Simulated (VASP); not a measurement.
Computed with LDA (Ceperley-Alder, Perdew-Zunger), VASP's LDA PAW potentials (set 64) (plane waves; VASP 6.6.1).

Input for VASP

**INCAR**
```
ALGO=Normal
EDIFF=1E-6
EDIFFG=-0.01
ENCUT=400
IBRION=2
ISIF=3
ISMEAR=1
LASPH=.TRUE.
LCHARG=.FALSE.
LMAXMIX=4
LREAL=.FALSE.
LWAVE=.FALSE.
NELM=100
NSW=60
PREC=Accurate
SIGMA=0.1
SYSTEM=Ag
```

POSCAR:
```
Ag
1
   -1.6556550000     1.6556550000     1.6556550000
    1.6556550000    -1.6556550000     1.6556550000
    1.6556550000     1.6556550000    -1.6556550000
Ag
1
Direct
  0.0000000000   0.0000000000   0.0000000000
```

File KPOINTS:
```
Automatic mesh
0
Gamma
14 14 14
0 0 0
```

POTCAR, in this order: Ag (LDA.64 set). Program: vasp_std.

The run wrote:

**OSZICAR**
```
       N       E                     dE             d eps       ncg     rms          rms(c)
DAV:   1     0.325351527949E+02    0.32535E+02   -0.48232E+03  2104   0.865E+02
DAV:   2    -0.367466199962E+01   -0.36210E+02   -0.34118E+02  1927   0.174E+02
DAV:   3    -0.394198692358E+01   -0.26732E+00   -0.26717E+00  2069   0.182E+01
DAV:   4    -0.394255476844E+01   -0.56784E-03   -0.56784E-03  2021   0.824E-01
DAV:   5    -0.394255924524E+01   -0.44768E-05   -0.44766E-05  2065   0.679E-02    0.466E+00
DAV:   6    -0.366395496303E+01    0.27860E+00   -0.15263E+00  1886   0.128E+01    0.314E+00
DAV:   7    -0.365656184233E+01    0.73931E-02   -0.32131E-03  1947   0.744E-01    0.177E+00
DAV:   8    -0.365266674347E+01    0.38951E-02   -0.75955E-04  1934   0.269E-01    0.160E-02
DAV:   9    -0.365266951875E+01   -0.27753E-05   -0.88682E-06  2095   0.242E-02    0.727E-03
DAV:  10    -0.365267050533E+01   -0.98658E-06   -0.97548E-07  1905   0.120E-02
   1 F= -.36526705E+01 E0= -.36527359E+01  d E =-.365267E+01
       N       E                     dE             d eps       ncg     rms          rms(c)
DAV:   1    -0.962768783196E+01   -0.59750E+01   -0.10435E+02  1885   0.119E+02    0.180E+01
DAV:   2    -0.381240371743E+01    0.58153E+01   -0.30003E+01  1891   0.584E+01    0.283E+00
DAV:   3    -0.372537637025E+01    0.87027E-01   -0.14848E-01  1958   0.401E+00    0.161E+00
DAV:   4    -0.369473640936E+01    0.30640E-01   -0.43100E-02  1950   0.148E+00    0.200E-01
DAV:   5    -0.369526679802E+01   -0.53039E-03   -0.88638E-04  2114   0.284E-01    0.107E-01
DAV:   6    -0.369529609098E+01   -0.29293E-04   -0.16713E-05  1929   0.374E-02    0.683E-03
DAV:   7    -0.369529678257E+01   -0.69159E-06   -0.42117E-07  1216   0.770E-03
   2 F= -.36952968E+01 E0= -.36950795E+01  d E =-.426263E-01
       N       E                     dE             d eps       ncg     rms          rms(c)
DAV:   1    -0.452864520010E+01   -0.83335E+00   -0.15404E+01  1881   0.498E+01    0.599E+00
DAV:   2    -0.376525724356E+01    0.76339E+00   -0.29351E+00  1884   0.191E+01    0.239E+00
DAV:   3    -0.373952212447E+01    0.25735E-01   -0.75847E-02  1980   0.286E+00    0.163E+00
DAV:   4    -0.373418742908E+01    0.53347E-02   -0.73158E-03  1953   0.934E-01    0.177E-01
DAV:   5    -0.373402813824E+01    0.15929E-03   -0.11216E-03  2037   0.317E-01    0.276E-02
DAV:   6    -0.373403602085E+01   -0.78826E-05   -0.10479E-05  1927   0.342E-02    0.443E-03
DAV:   7    -0.373403565189E+01    0.36895E-06   -0.20727E-06  1067   0.155E-02
   3 F= -.37340357E+01 E0= -.37336598E+01  d E =-.813651E-01
       N       E                     dE             d eps       ncg     rms          rms(c)
DAV:   1    -0.373495222498E+01   -0.91620E-03   -0.16541E-02  1882   0.159E+00    0.193E-01
DAV:   2    -0.373407720867E+01    0.87502E-03   -0.40563E-03  1883   0.693E-01    0.618E-02
DAV:   3    -0.373405981430E+01    0.17394E-04   -0.30677E-05  1998   0.555E-02    0.402E-02
DAV:   4    -0.373405431457E+01    0.54997E-05   -0.73580E-06  1936   0.232E-02    0.196E-03
DAV:   5    -0.373405432981E+01   -0.15236E-07   -0.54624E-08  1003   0.267E-03
   4 F= -.37340543E+01 E0= -.37336924E+01  d E =-.813838E-01
```

**OUTCAR**
```
------------------------ aborting loop because EDIFF is reached ----------------------------------------
  FORCE on cell =-STRESS in cart. coord.  units (eV):
  Direction    XX          YY          ZZ          XY          YZ          ZX
  --------------------------------------------------------------------------------------
  Total        0.0064916      0.0064916      0.0064916     -0.0000000      0.0000000     -0.0000000
  in kB        0.6458405      0.6458405      0.6458405     -0.0000000      0.0000000     -0.0000000
  external PRESSURE =       0.6458405 kB  Pullay stress =       0.0000000 kB
  volume of cell :       16.10
      direct lattice vectors                 reciprocal lattice vectors
    -1.590833425  1.590833425  1.590833425     0.000000000  0.314300663  0.314300663
     1.590833425 -1.590833425  1.590833425     0.314300663  0.000000000  0.314300663
     1.590833425  1.590833425 -1.590833425     0.314300663  0.314300663  0.000000000
 POSITION                                       TOTAL-FORCE (eV/Angst)
 -----------------------------------------------------------------------------------
      1.59083      1.59083      1.59083        -0.000000     -0.000000      0.000000
 -----------------------------------------------------------------------------------
    total drift:                                0.000000     -0.000000      0.000000
  FREE ENERGIE OF THE ION-ELECTRON SYSTEM (eV)
  ---------------------------------------------------
  free  energy   TOTEN  =        -3.7340543298 eV

  energy  without entropy=       -3.7329684316  energy(sigma->0) =       -3.73369236

 reached required accuracy - stopping structural energy minimisation
```
(Selected blocks of OUTCAR.)

**CONTCAR**
```
Ag
   1.00000000000000
    -1.5908334248416454    1.5908334248416454    1.5908334248416454
     1.5908334248416454   -1.5908334248416454    1.5908334248416454
     1.5908334248416454    1.5908334248416454   -1.5908334248416454
  Ag
     1
Direct
     1.0000000000000000    1.0000000000000000    1.0000000000000000
```

Energy and stress use the plane-wave basis of the starting cell.

The structure comes from a computed database's Ag entry (Im-3m); how it stands against other phases isn't given here. This run relaxes it. Symmetry was kept, so distortions that lower it aren't found.
